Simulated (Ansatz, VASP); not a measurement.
**One calculation of Be2F, two programs**

```xyz
6
Lattice="3.4028 0.0000 0.0000 0.0000 3.4028 0.0000 0.0000 0.0000 6.0555" Properties=species:S:1:pos:R:3 pbc="T T T"
Be    2.6352    0.9338    5.3865
Be    2.4690    2.6352    0.6689
Be    0.9338    0.7676    0.6689
Be    0.7676    2.4690    5.3865
F     1.7014    0.0000    1.8525
F     0.0000    1.7014    4.2029
```

Alike in both runs: functional PBE; k mesh 12 × 12 × 6; occupations gaussian, width 0.1 eV; no spin polarisation.

Ansatz relaxed the structure, and its values are those at the end. VASP's run is a single point on that final structure, the one shown.

|  | VASP | Ansatz |
| --- | --- | --- |
| version | VASP 6.6.1 | Ansatz 0.2.0 |
| potentials or method | VASP PAW PBE potentials, release 64 (Be, F) | scalar-relativistic, plane waves, PAW |
| plane-wave cutoff (eV) | 520 | 420 |
| valence electrons in the cell | 22 | 22 |

VASP gave:

- gap on the k mesh at the Fermi level (eV): none
- pressure (GPa): 0.2
- rms of the force components (eV/Å): 0.039

**Question.** What did Ansatz give for the same quantities?

**Answer.** gap on the k mesh at the Fermi level (eV): none; pressure (GPa): 0.0; rms of the force components (eV/Å): 0.001.

A gap of «none» marks a metal or a gap that the smearing closes. With one functional, cell and mesh, what is left measures potentials, basis and numerics.
